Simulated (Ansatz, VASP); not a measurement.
# BiN in two plane-wave programs

One calculation is typed for both programs; each brings its own data sets and cutoff. How far apart do they land? The cell is invented: As first built, before any earlier steps moved the atoms (in the runner's words): it takes the GaN structure with some of its atoms replaced by other elements, volume scaled by an estimate. It may not be a known or stable phase. The cell is taken from a series of VASP runs on this material, whose earlier steps may have relaxed, scaled or displaced it; both programs get it as it stands.

Main program and level: Ansatz 0.2.0; plane waves, with VASP 6.6.1 beside it; zone-centre phonons at r2SCAN.

## Step 1: The starting structure

Symmetry: F-43m, No. 216, cubic system. The conventional cell has a = 5.520 Å, b = 5.520 Å, c = 5.520 Å, α = 90.00°, β = 90.00°, γ = 90.00°. Nearest to Bi lie 4 N at 2.39 Å. Nearest to N lie 4 Bi at 2.39 Å. As first built, before any earlier steps moved the atoms (in the runner's words): sites of the GaN structure (space group 216) filled with other elements, volume scaled by an estimate. Farther neighbours and most contacts between anions are not listed.

## Step 2: Ansatz: zone-centre phonons, r2SCAN

Ansatz runs on its default PAW (the set named soft_2) files.

Second derivatives magnify differences that forces hide, and they need a tight electronic threshold.

input.yaml

```yaml
crystal:
  lattice:
    - [0.0, 2.7601193961, 2.7601193961]
    - [2.7601193961, 0.0, 2.7601193961]
    - [2.7601193961, 2.7601193961, 0.0]
  atoms:
    - { symbol: Bi, position: [0.0, 0.0, 0.0] }
    - { symbol: "N", position: [0.25, 0.25, 0.25] }
hamiltonian:
  xc: r2scan
  pseudopotentials: { kind: paw }
kpoints:
  mp_grid: { grid: [8, 8, 8] }
scf:
  occupations: { method: gaussian, width: 0.05 }
phonons:
  method: dfpt
  qpoints: [[0, 0, 0]]
```

On the command line:

```bash
> ansatz run input.yaml --threads 4 --pin off --max-ram 9216MiB --backend cpu --events-out ev --progress --plain --runs-dir out
```

Numbers of over 12 decimals in the logs are rounded to 6 here.

What it wrote:

```text
Engine: ansatz 0.2.0, aarch64-unknown-linux-gnu
Pseudopotentials: kind: paw
Pseudopotential: Bi, paw, valence charge 15, recommended cutoff 500 eV (meta_gga), Bi.paw.azcp
Pseudopotential: N, paw, valence charge 5, recommended cutoff 500 eV (meta_gga), N.paw.azcp
Functional definition: r2SCAN
  parameter k0 = 0.174
  parameter k1 = 0.065
  parameter a1 = 4.9479
  exchange = r2scan_x(k0 = k0, k1 = k1, a1 = a1)
  correlation = r2scan_c
Crystal: 2 atoms, lattice volume = 42.055 Å³
Basis set: ecut = 500 eV, 1067 PW (Γ), exchange–correlation on 150×150×150 points (125 copies of the dense FFT grid, shifted against one another)
Bands: 14, of which v1, the nominal top of the filled ones, is band 10 counted from 1 (9 counted from 0)
Symmetry: 24 space group operations
k-points: 95 of 512 (irreducible under 4 space group operations, time reversal used)
Non-local potential: Bi, projectors of the file, l = 0: 2, l = 1: 2, l = 2: 2, l = 3: 2
Non-local potential: N, projectors of the file, l = 0: 2, l = 1: 2, l = 2: 1
PAW form: soft (Blöchl's): semilocal exchange-correlation on the pseudo side does not see the compensation charge
PAW frozen core: Bi, regenerated for the run's functional (the file was generated under x = pbe(κ = 0.804, μ = 0.219515), c = pbe(β = 0.066725))
PAW frozen core: N, regenerated for the run's functional (the file was generated under x = pbe(κ = 0.804, μ = 0.219515), c = pbe(β = 0.066725))
PAW one-centre angular grid: Bi, 590 points (default); XC on 160 Gauss nodes
PAW one-centre angular grid: N, 302 points (default); XC on 160 Gauss nodes
Initial density: superposition of atomic densities (neutral atoms: chi_scale 0, normalization atom), corrected by the library's trained network
Initial wavefunctions: pseudopotential atomic-orbital guess
Functional: x = r2scan, c = r2scan; τ floored in thin density (d = 2e-4 eV/Å³)
SCF iter   1: F=—  HF=-12794.026647 eV  |F-HF|=—  |Δ(HF+E_count)|=         —  Δρ=4.64e-3  dr2=6.20e-3  dr2_τ=2.91e-2  ethr=1.77e-3  ⟨swp⟩=6.0  Hψ=7358  notcnv=0
preconditioner: auto → none  [insulator: Δε(μ)=0.100 eV  Ē_g=19.948 eV  σ=0.050 eV  W_gap=0.71  n_scr=14 (ndim 8)  ℏωp=25.6 eV  f_vac=0.020  D(μ)=0.53/eV (n_scr^D=0)  ε∞_Penn≈2.6]
SCF iter   2: F=—  HF=-12794.042140 eV  |F-HF|=—  |Δ(HF+E_count)|=   1.55e-2  Δρ=2.51e-3  dr2=9.95e-4  dr2_τ=9.79e-5  ethr=3.10e-5  ⟨swp⟩=2.4  Hψ=3458  notcnv=0  defer=2
SCF iter   3: F=—  HF=-12794.042342 eV  |F-HF|=—  |Δ(HF+E_count)|=   2.02e-4  Δρ=7.83e-4  dr2=3.57e-4  dr2_τ=5.19e-5  ethr=4.97e-6  ⟨swp⟩=2.0  Hψ=1746  notcnv=0  defer=2
SCF iter   4: F=—  HF=-12794.042339 eV  |F-HF|=—  |Δ(HF+E_count)|=   2.42e-6  Δρ=6.00e-4  dr2=2.07e-4  dr2_τ=1.77e-5  ethr=1.78e-6  ⟨swp⟩=2.0  Hψ=1773  notcnv=0  defer=2
SCF iter   5: F=—  HF=-12794.042308 eV  |F-HF|=—  |Δ(HF+E_count)|=   3.17e-5  Δρ=2.22e-4  dr2=2.87e-5  dr2_τ=2.53e-7  ethr=1.03e-6  ⟨swp⟩=1.0  Hψ=1328  notcnv=0  defer=2
SCF iter   6: F=—  HF=-12794.042305 eV  |F-HF|=—  |Δ(HF+E_count)|=   2.80e-6  Δρ=3.17e-5  dr2=5.49e-7  dr2_τ=1.23e-8  ethr=1.43e-7  ⟨swp⟩=1.7  Hψ=1424  notcnv=0  defer=2
SCF iter   7: F=—  HF=-12794.042302 eV  |F-HF|=—  |Δ(HF+E_count)|=   3.10e-6  Δρ=3.10e-6  dr2=2.33e-9  dr2_τ=4.41e-10  ethr=2.74e-9  ⟨swp⟩=2.0  Hψ=1666  notcnv=0  defer=2
SCF iter   8: F=—  HF=-12794.042302 eV  |F-HF|=—  |Δ(HF+E_count)|=   5.11e-9  Δρ=8.26e-7  dr2=1.18e-10  dr2_τ=6.29e-12  ethr=1.17e-11  ⟨swp⟩=2.6  Hψ=2348  notcnv=0  defer=2
SCF iter   9: F=—  HF=-12794.042302 eV  |F-HF|=—  |Δ(HF+E_count)|=  1.27e-11  Δρ=2.73e-7  dr2=3.50e-11  dr2_τ=1.80e-12  ethr=1.00e-12  ⟨swp⟩=7.1  Hψ=6255  notcnv=0
SCF iter  10: F=-12794.042302 eV  HF=-12794.042302 eV  |F-HF|=3.64e-12  |Δ(HF+E_count)|=  9.46e-11  Δρ=3.48e-8  dr2=4.78e-13  dr2_τ=3.70e-14  ethr=1.00e-12  ⟨swp⟩=5.0  Hψ=6247  notcnv=0
SCF 1 converged in 10 iterations: F = -12794.042302 eV  dr2 = 4.78e-13
  greatest PAW one-centre occupation: 0.988 electrons in one spin orbital (limit 2), on the Bi atom at site 0 (counted from 0), in its partial waves of l = 2
DFPT response loops at Γ: preconditioner auto → Kerker (q_TF=auto, 2.410 Å⁻¹) (partly filled bands, converged f_vac=0.016); β = 1.00, the filter's whole step (`scf.mixing.beta` (0.50) is not read by the response loops under this deck's `scf.mixing.preconditioner`; to damp them name `kerker` or `kerker_dos`, under which they read `scf.mixing.beta`, and type it under 1.00, their step now; both keys bind the ground state too); Broyden in place of MSR1
SCF converged after 10 iterations
Free energy (F): -12794.042302 eV
Harris-Foulkes:  -12794.042302 eV  (|F-HF|=3.64e-12)
Internal energy: -12794.041542 eV  (E = F + TS)
E sigma→0 (E₀):  -12794.041922 eV
Entropy (-TS):   -0.000760 eV (-0.380 meV/atom)
Fermi energy:    9.805411 eV
--- Per-component energies (eV) ---
  E_band       = -112.451634
  E_kinetic    = 426.795791
  E_local      = -1716.175005  (includes V_loc(G=0)·N_el)
  E_nonlocal   = 609.642646
  E_hartree    = 552.878257
  E_xc         = -199.946786
  E_vxc        = -240.445403  (∫ρ·V_xc dr)
  E_paw        = -10816.230092  (= ΣΔE_a)
  E_vpaw       = -313.868036  (= ΣTr[D̂ρ^β])
  E_aug_tail   = -0.000230  (compensation charges beyond the density's cutoff)
  E_vtau       = 15.842100  (kinetic-family band-sum trace: ∫τ·v_τ [+ j·A + Jᵃ·Aᵃ] dr)
  E_ewald      = -1651.852107
  E_core_change = 0.845983  (= ΣΔE_core)
  E_smearing   = -0.000760  (= −TS)
  E_closure    = 0.000000  (closes the sum)
  Σ components = -12794.042302   (vs F -12794.042302, Δ=0.00e0)
--- Band table (eV; the first three rows and the last of 95) ---
  k-point 0: bands = [... 6 lower, 2.2741, 7.5370, 7.5370, 7.5370, 12.9021, 12.9021, 12.9021, 16.4655]
  k-point 1: bands = [... 6 lower, 1.8727, 7.3853, 7.3853, 7.4968, 12.3231, 13.0905, 13.0905, 17.6617]
  k-point 2: bands = [... 6 lower, 0.8643, 7.0600, 7.0600, 7.2218, 12.1480, 13.4369, 13.4369, 18.1146]
  k-point 94: bands = [... 6 lower, -1.3772, 4.7759, 4.9573, 10.1152, 11.9278, 12.2127, 15.4803, 16.8995]
--- Phonons (Γ-DFPT): 2 representative perturbations + reference, on 95 of 512 k-points (Σ response iterations 16) ---
  k mesh reduced under 4 symmetry operations, with k and −k counted as one. Each operation leaves every solved perturbation unchanged. A smaller set is not considered because the functional reads the kinetic-energy density
  ASR residual: 5.543e-4 → 0.000e0 eV/Å²; symmetrization residual: 8.146e-7 eV/Å²
  ASR residual per site (eV/Å²): 1.65e-5 5.54e-4
  Γ frequencies (cm⁻¹): 0.00 0.00 0.00 285.06 285.06 285.06
  non-analytic LO–TO correction: not included (Born effective charges unavailable; polar crystals: no LO–TO splitting at Γ)
--- Phonons (arbitrary-q DFPT): 1 explicit q-point ---
  q = [0, 0, 0] (of the zone-centre solve; hermiticity 4.15e-7, symmetrization 1.94e-13): -0.00 0.00 0.00 285.06 285.06 285.06
  sum rule: each row above includes the acoustic sum rule's correction from the zone centre's row sums; it moved no ω² by more than (3.28 cm⁻¹)²
```

It took 17 s on 4 threads of Arm Neoverse V2, shared host; peak memory 1.2 GiB; 66 s of CPU time.

In the SCF lines HF is the Harris–Foulkes energy and dr2 the Hartree energy of the density residual, in eV; the loop may stop once dr2 is under the threshold and the program's other checks hold. Hψ counts applications of the Hamiltonian.

## Step 3: VASP: zone-centre phonons, r2SCAN

The same cell, functional, mesh and smearing now go to VASP, with its own data sets and cutoff.

Lines of VASP's logs that name or quote its potential files are left out, and so is its time.

INCAR

```
SYSTEM = BiN
PREC = Accurate
ENCUT = 520
EDIFF = 1E-08
NELM = 100
ISMEAR = 0
SIGMA = 0.05
LREAL = .FALSE.
ALGO = Normal
METAGGA = R2SCAN
LASPH = .TRUE.
LORBIT = 11
LWAVE = .FALSE.
LCHARG = .FALSE.
IBRION = 6
NFREE = 2
POTIM = 0.015
ISIF = 2
NSW = 1
```

POSCAR

```
BiN
1.0
    0.0000000000      2.7601193961      2.7601193961
    2.7601193961      0.0000000000      2.7601193961
    2.7601193961      2.7601193961      0.0000000000
Bi N
1 1
Direct
    0.0000000000      0.0000000000      0.0000000000
    0.2500000000      0.2500000000      0.2500000000
```

KPOINTS

```
Automatic mesh
0
Gamma
8 8 8
0 0 0
```

PAW data sets: Bi_d and N (PBE family, release 64).

On the command line:

```bash
> mpirun -np 1 vasp_std
```

What it wrote:

```text
[banner, memory and clock lines left out]
running    1 mpi-ranks, on    1 nodes
 distrk:  each k-point on    1 cores,    1 groups
 distr:  one band on    1 cores,    1 groups

 POSCAR found type information on POSCAR BiN
 POSCAR found :  2 types and       2 ions
|                                                                             |
|               ----> ADVICE to this user running VASP <----                  |
|                                                                             |
|     You enforced a specific xc type in the INCAR file but a different       |
|     [... a line on the potential file left out ...]
|     I HOPE YOU KNOW WHAT YOU ARE DOING!                                     |
|                                                                             |

 LDA part: xc-table for (None), standard interpolation
 POSCAR, INCAR and KPOINTS ok, starting setup
 FFT: planning ... GRIDC
 FFT: planning ... GRID_SOFT
 FFT: planning ... GRID
 WAVECAR not read
 entering main loop
       N       E                     dE             d eps       ncg     rms          rms(c)
DAV:   1     0.112475312380E+03    0.11248E+03   -0.11152E+04   820   0.168E+03
DAV:   2    -0.590498533406E+02   -0.17153E+03   -0.16753E+03   884   0.427E+02
DAV:   3    -0.733924499168E+02   -0.14343E+02   -0.14008E+02   980   0.122E+02
DAV:   4    -0.737442431771E+02   -0.35179E+00   -0.35150E+00   886   0.223E+01
DAV:   5    -0.737578652893E+02   -0.13622E-01   -0.13622E-01  1212   0.395E+00    0.826E+00
DAV:   6    -0.659144184395E+02    0.78434E+01   -0.17475E+01  1158   0.426E+01    0.415E+00
DAV:   7    -0.658745487749E+02    0.39870E-01   -0.20408E+00   886   0.918E+00    0.167E+00
DAV:   8    -0.658551146440E+02    0.19434E-01   -0.17082E-01   934   0.492E+00    0.226E-01
DAV:   9    -0.658568352584E+02   -0.17206E-02   -0.94062E-03  1056   0.821E-01    0.177E-01
DAV:  10    -0.658573316161E+02   -0.49636E-03   -0.38776E-03   980   0.831E-01    0.789E-02
DAV:  11    -0.658571837641E+02    0.14785E-03   -0.33650E-04   974   0.189E-01    0.383E-02
DAV:  12    -0.658571873118E+02   -0.35478E-05   -0.15497E-04   986   0.178E-01    0.107E-02
DAV:  13    -0.658571886829E+02   -0.13710E-05   -0.43128E-06  1032   0.205E-02    0.589E-03
DAV:  14    -0.658571888036E+02   -0.12071E-06   -0.14636E-06  1010   0.170E-02    0.194E-03
DAV:  15    -0.658571887947E+02    0.89190E-08   -0.20378E-07   854   0.562E-03    0.190E-04
DAV:  16    -0.658571888199E+02   -0.25251E-07   -0.81858E-09   550   0.117E-03    0.130E-04
DAV:  17    -0.658571888200E+02   -0.53205E-10   -0.28485E-09   424   0.845E-04
   1 F= -.65857189E+02 E0= -.65856806E+02  d E =-.766255E-03
[...]
2 F= -.65856734E+02 E0= -.65856324E+02  d E =-.820948E-03
[...]
3 F= -.65856734E+02 E0= -.65856324E+02  d E =-.820942E-03
[...]
4 F= -.65856736E+02 E0= -.65856325E+02  d E =-.820926E-03
 Finite differences progress:
  Degree of freedom:   2/  2
  Displacement:        1/  2
  Total:               3/  4
 bond charge predicted
       N       E                     dE             d eps       ncg     rms          rms(c)
DAV:   1    -0.658565017654E+02    0.23392E-03   -0.22487E+00  2660   0.926E+00    0.150E-01
DAV:   2    -0.658570099804E+02   -0.50822E-03   -0.24859E-02  3080   0.125E+00    0.813E-02
DAV:   3    -0.658567174419E+02    0.29254E-03   -0.83656E-04  3056   0.261E-01    0.296E-02
DAV:   4    -0.658567293969E+02   -0.11955E-04   -0.29400E-04  3026   0.134E-01    0.175E-02
DAV:   5    -0.658567349835E+02   -0.55866E-05   -0.33075E-05  2930   0.500E-02    0.148E-02
DAV:   6    -0.658567357905E+02   -0.80701E-06   -0.27145E-06  3032   0.155E-02    0.652E-03
DAV:   7    -0.658567357535E+02    0.37049E-07   -0.26341E-06  2696   0.147E-02    0.121E-03
DAV:   8    -0.658567358366E+02   -0.83172E-07   -0.52969E-07  2780   0.599E-03    0.123E-03
DAV:   9    -0.658567358211E+02    0.15534E-07   -0.15258E-08  2368   0.154E-03    0.320E-04
DAV:  10    -0.658567358201E+02    0.97043E-09   -0.63655E-09  1390   0.100E-03
   5 F= -.65856736E+02 E0= -.65856325E+02  d E =-.820931E-03
 Finite differences progress:
  Degree of freedom:   2/  2
  Displacement:        2/  2
  Total:               4/  4
```

[end of part 1 of 2]

[Lines on the potential files, build, host, timing and source positions are cut from VASP's logs without a mark.]

[Logs are printed without paths, hosts, clocks, repeated set-up lines and the standing remarks that a program may print on its own settings, such as how far it seeks lower states.]

[Hosts, paths, dates, database ids (printed as entryN), source tags and the programs' standing remarks are cut or masked in the printed files.]
